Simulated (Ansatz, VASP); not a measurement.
# V2NO2 in two plane-wave programs

Wanted: the spread between two codes on one cell, functional and k mesh. The structure shown is the start of the Ansatz relaxation below; VASP solves that cell, so the two are compared at the walk's first step.

Calculated with Ansatz 0.2.0; plane waves, with VASP 6.6.1 beside it; single point at PBEsol.

### 1. The starting structure

The cell holds 5 atoms: 1 N, 2 V and 2 O. Cell: a = 2.900 Å, b = 2.900 Å, c = 32.600 Å, α = 90.0°, β = 90.0°, γ = 120.0°. Vacuum lies along c. The height across the vacuum is the one that the program set for its solve, not the one typed.

### 2. Ansatz: relaxation, PBEsol

Ansatz runs on its PAW soft_1 files.

The two programs are compared at the cell with which this relaxation starts, whose forces are those of its first step.

input.yaml reads:

```yaml
crystal:
  lattice:
    - [2.9, 0.0, 0.0]
    - [-1.45, 2.51147, 0.0]
    - [0.0, 0.0, 20.0]
  atoms:
    - { symbol: "N", position: [0.0, 0.0, 0.5] }
    - { symbol: V, position: [0.333333, 0.666667, 0.56] }
    - { symbol: V, position: [0.666667, 0.333333, 0.44] }
    - { symbol: O, position: [0.666667, 0.333333, 0.61] }
    - { symbol: O, position: [0.333333, 0.666667, 0.39] }
  periodic: [true, true, false]
kpoints:
  mp_grid: { grid: [9, 9, 1] }
hamiltonian:
  xc: pbesol
  pseudopotentials: { kind: paw, azcp: { folder: soft_1 }, xc_functional: pbe }
scf:
  occupations: { method: gaussian, width: 0.1 }
output:
  forces: true
  stress: true
  eigenvalues: true
relax:
  adjacent_minimum: "off"
  f_tol: 0.05
  max_steps: 80
  cell: { stress_2d_tol: 0.02 }
```

Command:

```
$ ansatz run input.yaml --threads 8 --pin off --max-ram 16384MiB --backend cpu --events-out ev --progress --plain --runs-dir out
```

Numbers of over 12 decimals in the logs are rounded to 6 here.

Log:

```text
Warning: crystal.periodic: the lattice vector that does not repeat stood 0.000° off the slab's normal, 20.000 Å along it as the deck builds it. The run solves the slab on a vector along the normal, 32.600 Å long, with every atom where it was (on the deck's vector they left 15.60 Å outside them, and the widest stretch free of ions among them is 1.20 Å). A fractional position that the run reports is one of the run's ce [...]
[...]
SCF iter   2: F=—  HF=-7274.766437 eV  |F-HF|=—  |Δ(HF+E_count)|=   9.43e-6  Δρ=3.13e-5  dr2=1.98e-6  ethr=2.93e-9  ⟨swp⟩=4.5  Hψ=976  notcnv=0
SCF iter   3: F=—  HF=-7274.766436 eV  |F-HF|=—  |Δ(HF+E_count)|=   6.26e-7  Δρ=5.48e-6  dr2=3.98e-8  ethr=2.93e-9  ⟨swp⟩=2.5  Hψ=530  notcnv=0
SCF iter   4: F=—  HF=-7274.766437 eV  |F-HF|=—  |Δ(HF+E_count)|=   3.93e-7  Δρ=3.42e-6  dr2=2.28e-8  ethr=9.25e-11  ⟨swp⟩=4.5  Hψ=929  notcnv=0
SCF iter   5: F=—  HF=-7274.766437 eV  |F-HF|=—  |Δ(HF+E_count)|=   6.60e-8  Δρ=5.98e-7  dr2=1.15e-9  ethr=5.31e-11  ⟨swp⟩=2.8  Hψ=577  notcnv=0
SCF iter   6: F=—  HF=-7274.766437 eV  |F-HF|=—  |Δ(HF+E_count)|=   2.49e-8  Δρ=8.06e-8  dr2=9.02e-12  ethr=2.67e-12  ⟨swp⟩=3.9  Hψ=832  notcnv=0
SCF iter   7: F=-7274.766437 eV  HF=-7274.766437 eV  |F-HF|=2.19e-10  |Δ(HF+E_count)|=   1.80e-9  Δρ=2.37e-8  dr2=7.42e-13  ethr=1.00e-12  ⟨swp⟩=13.8  Hψ=2424  notcnv=0
SCF 6 converged in 7 iterations: F = -7274.766437 eV  dr2 = 7.42e-13
relax step   6: F+E_penalty+E_count = -7274.76643693 eV  Δ(F+E_penalty+E_count) = +3.414e-3 eV  max|allowed force component| = 1.175e-3 eV/Å  Δτ_max = 0.0000 Å  P = -0.102 N/m  Ω = 232.902 Å³  fix = [c, alpha, beta]  reactions: c -0.000 N/m  stress off target by 1.02e-1 N/m on what of the cell is left free  SCF on the basis re-selected at this cell (its energy is not comparable with the rows above)  (7 SCF iters)
[...]
relax step   7: F+E_penalty+E_count = -7274.76658272 eV  Δ(F+E_penalty+E_count) = -1.458e-4 eV  max|allowed force component| = 1.489e-4 eV/Å  Δτ_max = 0.0008 Å  P = +0.010 N/m  Ω = 232.746 Å³  energy of the carried Pulay correction = +1.309e-4 eV  fix = [c, alpha, beta]  reactions: c +0.000 N/m  (4 SCF iters, dr2 threshold 1.27e-8 eV, accepted)
[...]
relax step   8: F+E_penalty+E_count = -7274.76644962 eV  Δ(F+E_penalty+E_count) = +1.331e-4 eV  max|allowed force component| = 1.056e-4 eV/Å  Δτ_max = 0.0000 Å  P = +0.008 N/m  Ω = 232.746 Å³  fix = [c, alpha, beta]  reactions: c +0.000 N/m  stress off target by 7.98e-3 N/m on what of the cell is left free  SCF on the basis re-selected at this cell (its energy is not comparable with the rows above)  (6 SCF iters)
basis re-selected at this cell: Δ(F+E_penalty+E_count) = +1.331e-4 eV, ΔP = -0.002 N/m vs the last step (what re-selecting the basis moved, of the pressure what is left beyond the Pulay correction that the steps carried, after the strain that the cell walked since its last selection, with what the two solves' SCF thresholds leave and, on support functions, any second-order correction that the steps lacked; it is no m [...]
SCF converged after 6 iterations
Free energy (F): -7274.766450 eV
Harris-Foulkes:  -7274.766450 eV  (|F-HF|=5.82e-11)
Internal energy: -7274.747582 eV  (E = F + TS)
E sigma→0 (E₀):  -7274.757016 eV
Entropy (-TS):   -0.018868 eV (-3.774 meV/atom)
Fermi energy:    -6.305099 eV
--- Per-component energies (eV) ---
  E_band       = -1212.252901
  E_kinetic    = 1058.403728
  E_local      = -153231.892471  (includes V_loc(G=0)·N_el)
  E_nonlocal   = 301.418343
  E_hartree    = 75867.243767
  E_xc         = -430.378736
  E_vxc        = -548.813717  (∫ρ·V_xc dr)
  E_paw        = -2632.018736  (= ΣΔE_a)
  E_vpaw       = -525.860928  (= ΣTr[D̂ρ^β])
  E_aug_tail   = 0.004696  (compensation charges beyond the density's cutoff)
  E_ewald      = 71792.073794
  E_core_change = 0.398033  (= ΣΔE_core)
  E_smearing   = -0.018868  (= −TS)
  E_closure    = -0.000000  (closes the sum)
  Σ components = -7274.766450   (vs F -7274.766450, Δ=0.00e0)
--- Forces (eV/Å), atoms counted from 1 ---
  atom   1  N      0.00000000    -0.00000000     0.00000000
  atom   2  V     -0.00000000    -0.00000000     0.00000439
  atom   3  V      0.00000000     0.00000000    -0.00000439
  atom   4  O     -0.00000000    -0.00000000     0.00010564
  atom   5  O      0.00000000     0.00000000    -0.00010564
  max |Σ_I F_I| component: 1.85e-17 eV/Å
--- 2D stress c σ (N/m, compression-positive) ---
        0.007978      -0.000000      -0.000000
        0.000000       0.007978       0.000000
       -0.000000       0.000000       0.000000
  P = ½ c Tr σ = 0.0080 N/m
--- Band table (eV; the first three rows and the last of 12) ---
  k-point 0: bands = ["-71.7582", "-71.7025", "-45.9024", "-45.5705", "-45.5142", "-45.5142", "-45.4809", "-45.4809", "-26.0126", "-25.6101", "-22.7351", "-14.1593", "-12.7669", "-12.7669", "-11.4595", "-11.2479", "-11.2479", "-9.1310", "-8.7757", "-8.7757", "-7.4457", "-7.4457", "-6.3783", "-6.2030", "-6.2030", "-4.8634", "-4.1592"]
  k-point 1: bands = ["-71.7494", "-71.6967", "-45.8844", "-45.6083", "-45.5388", "-45.5306", "-45.5263", "-45.4880", "-25.8627", "-25.5322", "-22.7570", "-14.0150", "-12.9214", "-12.6587", "-11.6894", "-11.1920", "-11.1641", "-9.7905", "-9.3490", "-8.8374", "-7.2318", "-6.8888", "-6.4485", "-6.1223", "-5.8432", "-4.9211", "-4.2077"]
  k-point 2: bands = ["-71.7266", "-71.6823", "-45.8465", "-45.7399", "-45.6593", "-45.5688", "-45.5355", "-45.5090", "-25.5110", "-25.3451", "-22.7501", "-13.7332", "-13.1949", "-12.4346", "-12.1485", "-11.2728", "-11.1018", "-10.6262", "-9.9814", "-9.1499", "-7.3713", "-6.4860", "-5.9736", "-5.5973", "-5.5651", "-4.9957", "-4.1329"]
  k-point 11: bands = ["-71.6597", "-71.6597", "-45.8704", "-45.8704", "-45.8678", "-45.7391", "-45.5890", "-45.5890", "-24.9322", "-24.9322", "-22.2186", "-13.7038", "-13.7038", "-12.7205", "-12.5138", "-12.0638", "-10.8629", "-10.8629", "-10.3845", "-10.3845", "-6.4502", "-6.3052", "-6.3052", "-5.1756", "-5.1756", "-5.0411", "-3.2685"]
--- Relaxed structure (6 steps of the walk, 6 accepted, 2 SCFs on fresh bases) ---
  F+E_penalty+E_count = -7274.76644962 eV   max|allowed force component| = 1.056e-4 eV/Å   (the final SCF, on the basis selected at the relaxed cell)
  cell:  # Å, volume = 232.7461 Å³
    - [2.871224, 0.0, 0]
    - [-1.435612, 2.486553, 0]
    - [0, 0, 32.6]
  atoms:
    - { symbol: N, position: [0, 0, 0.306748] }
    - { symbol: V, position: [0.333333, 0.666667, 0.341864] }
    - { symbol: V, position: [0.666667, 0.333333, 0.271633] }
    - { symbol: O, position: [0.666667, 0.333333, 0.372359] }
    - { symbol: O, position: [0.333333, 0.666667, 0.241138] }
```

### 3. VASP: single point, PBEsol, start cell

The same cell, functional, mesh and smearing now go to VASP, with its own data sets.

Lines of VASP's logs that name or quote its potential files are left out, and so is its time.

INCAR reads:

```
SYSTEM = V2NO2
PREC = Accurate
ENCUT = 520
EDIFF = 1E-06
NELM = 120
ISMEAR = 0
SIGMA = 0.1
LREAL = .FALSE.
ALGO = Normal
GGA = PS
NBANDS = 27
LASPH = .TRUE.
LORBIT = 11
LWAVE = .FALSE.
LCHARG = .FALSE.
ISIF = 2
LDIPOL = .TRUE.
IDIPOL = 3
DIPOL = 0.5 0.5 0.307
LVHAR = .TRUE.
GGA_COMPAT = .FALSE.
NELMDL = -8
KPAR = 2
```

POSCAR reads:

```
V2NO2
1.0
    2.8999980000      0.0000000000      0.0000000000
   -1.4499990000      2.5114720000      0.0000000000
    0.0000000000      0.0000000000     32.6000000000
N V O
1 2 2
Direct
    0.0000000000      0.0000000000      0.3067484663
    0.3333333997      0.6666667994      0.3435582822
    0.6666666003      0.3333332006      0.2699386503
    0.6666666003      0.3333332006      0.3742331288
    0.3333333997      0.6666667994      0.2392638037
```

KPOINTS reads:

```
Automatic mesh
0
Gamma
9 9 1
0 0 0
```

The projector-augmented-wave data sets are N, V_sv and O (PBE family, release 64).

Command:

```
$ mpirun -np 2 vasp_std
```

Log:

```text
[banner, memory and clock lines left out]
running    2 mpi-ranks, on    1 nodes
 distrk:  each k-point on    1 cores,    2 groups
 distr:  one band on    1 cores,    1 groups

 POSCAR found type information on POSCAR N V O
 POSCAR found :  3 types and       5 ions
|                                                                             |
|               ----> ADVICE to this user running VASP <----                  |
|                                                                             |
|     You enforced a specific xc type in the INCAR file but a different       |
|     [... a line on the potential file left out ...]
|     I HOPE YOU KNOW WHAT YOU ARE DOING!                                     |
|                                                                             |

 LDA part: xc-table for (Slater+PW92), standard interpolation
 POSCAR, INCAR and KPOINTS ok, starting setup
 FFT: planning ... GRIDC
 FFT: planning ... GRID_SOFT
 FFT: planning ... GRID
 WAVECAR not read
 entering main loop
       N       E                     dE             d eps       ncg     rms          rms(c)
DAV:   1     0.471025173157E+03    0.47103E+03   -0.24119E+04   864   0.132E+03
DAV:   2    -0.382591546192E+01   -0.47485E+03   -0.46667E+03   797   0.401E+02
DAV:   3    -0.583635951968E+02   -0.54538E+02   -0.53682E+02   733   0.130E+02
DAV:   4    -0.604271415812E+02   -0.20635E+01   -0.20491E+01   840   0.256E+01
DAV:   5    -0.604674152220E+02   -0.40274E-01   -0.40078E-01   774   0.308E+00
DAV:   6    -0.604683807885E+02   -0.96557E-03   -0.96446E-03   976   0.458E-01
DAV:   7    -0.604684074325E+02   -0.26644E-04   -0.26623E-04   737   0.516E-02
DAV:   8    -0.604684079985E+02   -0.56602E-06   -0.56556E-06   776   0.935E-03    0.445E+01
DAV:   9    -0.519145597015E+02    0.85538E+01   -0.14258E+02   707   0.893E+01    0.232E+01
DAV:  10    -0.514673457963E+02    0.44721E+00   -0.13239E+02   852   0.825E+01    0.219E+01
DAV:  11    -0.474321250218E+02    0.40352E+01   -0.12891E+01   754   0.322E+01    0.382E+00
DAV:  12    -0.472964274070E+02    0.13570E+00   -0.18605E+00   744   0.810E+00    0.141E+00
DAV:  13    -0.472891983133E+02    0.72291E-02   -0.85314E-02   801   0.219E+00    0.810E-01
DAV:  14    -0.472860675180E+02    0.31308E-02   -0.50850E-02   721   0.128E+00    0.551E-01
[...]
DAV:  22    -0.472853803641E+02   -0.88670E-04   -0.23770E-05   680   0.250E-02    0.138E-02
DAV:  23    -0.472854033735E+02   -0.23009E-04   -0.11022E-05   775   0.244E-02    0.553E-03
DAV:  24    -0.472854284173E+02   -0.25044E-04   -0.37410E-06   587   0.106E-02    0.302E-03
DAV:  25    -0.472854365635E+02   -0.81462E-05   -0.29229E-07   396   0.329E-03    0.208E-03
DAV:  26    -0.472854403765E+02   -0.38130E-05   -0.64760E-07   374   0.568E-03    0.148E-03
DAV:  27    -0.472854416445E+02   -0.12680E-05   -0.19745E-07   360   0.249E-03    0.900E-04
DAV:  28    -0.472854430427E+02   -0.13982E-05   -0.78281E-08   371   0.113E-03    0.747E-04
DAV:  29    -0.472854437013E+02   -0.65856E-06   -0.58724E-08   360   0.171E-03
   1 F= -.47285444E+02 E0= -.47272021E+02  d E =-.268462E-01
```

Parts of OUTCAR (step 3):

```text
ion  position               nearest neighbor table
   1  0.000  0.000  0.307-   2 2.06   2 2.06   3 2.06   3 2.06   2 2.06   3 2.06
   2  0.333  0.667  0.344-   4 1.95   4 1.95   4 1.95   1 2.06   1 2.06   1 2.06
   3  0.667  0.333  0.270-   5 1.95   5 1.95   5 1.95   1 2.06   1 2.06   1 2.06
   4  0.667  0.333  0.374-   2 1.95   2 1.95   2 1.95
   5  0.333  0.667  0.239-   3 1.95   3 1.95   3 1.95

  LATTYP: Found a hexagonal cell.
 ALAT       =     2.8999980000
 C/A-ratio  =    11.2413870630

 Subroutine GETGRP returns: Found 12 space group operations
 (whereof  6 operations were pure point group operations)

The static configuration has the point symmetry C_3v.
 The point group associated with its full space group is D_3d.

 Found     12 irreducible k-points:

   k-points           NKPTS =     12   k-points in BZ     NKDIM =     12   number of bands    NBANDS=     27

   dimension x,y,z NGX =    24 NGY =   24 NGZ =  250
   dimension x,y,z NGXF=    48 NGYF=   48 NGZF=  500

   ENCUT  =  520.0 eV  38.22 Ry    6.18 a.u.   5.39  5.39 60.61*2*pi/ulx,y,z

   NELECT =      43.0000    total number of electrons

 k-points in reciprocal lattice and weights: Automatic mesh
   0.00000000  0.00000000  0.00000000       0.012
   0.11111111  0.00000000  0.00000000       0.074
   0.22222222  0.00000000  0.00000000       0.074
   0.33333333  0.00000000  0.00000000       0.074
   0.44444444  0.00000000  0.00000000       0.074
   0.11111111  0.11111111  0.00000000       0.074
   0.22222222  0.11111111  0.00000000       0.148
   0.33333333  0.11111111  0.00000000       0.148
   0.44444444  0.11111111  0.00000000       0.074
   0.22222222  0.22222222  0.00000000       0.074
   0.33333333  0.22222222  0.00000000       0.148
   0.33333333  0.33333333  0.00000000       0.025

 dipolmoment           0.000000      0.000000      0.000002 electrons x Angstroem

 average (electrostatic) potential at core
       1 -73.3034       2 -85.1303       3 -85.1303       4 -79.4233       5 -79.4233

 E-fermi :  -3.3672

 k-point     1 :       0.0000    0.0000    0.0000
  band No.  band energies     occupation
    ...
     21      -4.3513      2.00000
     22      -4.3513      2.00000
     23      -3.4306      1.62998
     24      -3.3691      1.02195
     25      -3.3691      1.02193
     26      -2.1181      0.00000
     27      -1.3514      0.00000

 k-point     2 :       0.1111    0.0000    0.0000
  band No.  band energies     occupation
    ...
     19      -6.2839      2.00000
     20      -5.9219      2.00000
     21      -4.1924      2.00000
     22      -3.8526      2.00000
     23      -3.5267      1.97597
     24      -3.2950      0.30768
     25      -2.9801      0.00000
     26      -2.1930      0.00000
     27      -1.3611      0.00000

 k-point     3 :       0.2222    0.0000    0.0000
  band No.  band energies     occupation
    ...
     18      -7.6980      2.00000
     19      -6.9073      2.00000
     20      -6.2096      2.00000
     21      -4.3439      2.00000
     22      -3.5278      1.97689
     23      -3.1438      0.00159
     24      -2.7672      0.00000
     25      -2.6792      0.00000
     26      -2.2730      0.00000
     27      -1.3044      0.00000

  Total       -3.0535696     -3.0535698     -3.5778463      0.0000000      0.0000000      0.0000000
  in kB      -20.6051022    -20.6051032    -24.1428549      0.0000000      0.0000000      0.0000000
  external PRESSURE =     -21.7843535 kB  Pullay stress =       0.0000000 kB

  energy-cutoff  :      520.00
  volume of cell :      237.43
      direct lattice vectors                 reciprocal lattice vectors
     2.899998000  0.000000000  0.000000000     0.344827824  0.199086432  0.000000000
    -1.449999000  2.511472000  0.000000000     0.000000000  0.398172864  0.000000000
     0.000000000  0.000000000 32.600000000     0.000000000  0.000000000  0.030674847

 POSITION                                       TOTAL-FORCE (eV/Angst)
 -----------------------------------------------------------------------------------
      0.00000      0.00000     10.00000         0.000000      0.000000     -0.000000
      0.00000      1.67432     11.20000         0.000000      0.000000     -0.356446
      1.45000      0.83716      8.80000        -0.000000     -0.000000      0.356446
      1.45000      0.83716     12.20000         0.000000      0.000000     -0.601613
      0.00000      1.67432      7.80000        -0.000000     -0.000000      0.601613
 -----------------------------------------------------------------------------------
    total drift:                                0.000000     -0.000000      0.000029

  FREE ENERGIE OF THE ION-ELECTRON SYSTEM (eV)
  ---------------------------------------------------
  free  energy   TOTEN  =       -47.2854437013 eV

  energy  without entropy=      -47.2585974988  energy(sigma->0) =      -47.27202060

 vacuum level on the upper side and lower side of the slab         2.917         2.917

 total charge
# of ion       s       p       d       tot
------------------------------------------
    1        1.245   2.501   0.000   3.746
    2        2.261   6.307   3.048  11.616
    3        2.261   6.307   3.048  11.616
    4        1.574   3.401   0.000   4.975
    5        1.574   3.401   0.000   4.975
--------------------------------------------------
tot          8.915  21.917   6.097  36.929

[... 3 further parts left out ...]
```

This run has no spin polarisation, so a moment on V, if there is one, isn't seen. Its electron count is odd, so without a moment it is a metal by construction.

### 4. Comparison

Known differences besides the potentials themselves: Ansatz cuts the interaction across the vacuum, VASP repeats the sheet with a dipole correction; Ansatz makes its cores anew for this functional, VASP keeps those of its PBE data sets; Ansatz takes its cutoff from its data sets, VASP runs at 520 eV. Total energies have different zeros and are not compared.

Forces (eV/Å; atoms numbered as in POSCAR):

```tsv
atom	Ansatz x, y, z	VASP x, y, z
N1	0.000, 0.000, 0.000	0.000, 0.000, 0.000
V2	0.000, 0.000, -0.362	0.000, 0.000, -0.356
V3	0.000, 0.000, 0.362	0.000, 0.000, 0.356
O4	0.000, 0.000, -0.642	0.000, 0.000, -0.602
O5	0.000, 0.000, 0.642	0.000, 0.000, 0.602
```

The forces differ by 15 meV/Å r.m.s., which is 5.8 % of the r.m.s. force of 0.255 eV/Å (both taken over all components). With vacuum in the cell, a pressure given here is an average over mostly empty space and none of the material.

### 5. Summary of results

```
r.m.s. force difference (single point, PBEsol, start cell) : 5.8 % of the r.m.s. force
```

What this shows: The r.m.s. force difference is 5.8 % of the r.m.s. force (single point, PBEsol, start cell), beyond the 3 % picked in this series as the mark of a large difference. What causes the difference of the single point, PBEsol, start cell pair stays open here. 1 further run of this series is not shown here. How closely two codes agree says nothing of how well the functional describes the real material.

[Lines on the potential files, build, host, timing and source positions are cut from VASP's logs without a mark.]

[Logs are printed without paths, hosts, clocks, repeated set-up lines and the standing remarks that a program may print on its own settings, such as how far it seeks lower states.]

[Hosts, paths, dates, database ids (printed as entryN), source tags and the programs' standing remarks are cut or masked in the printed files.]
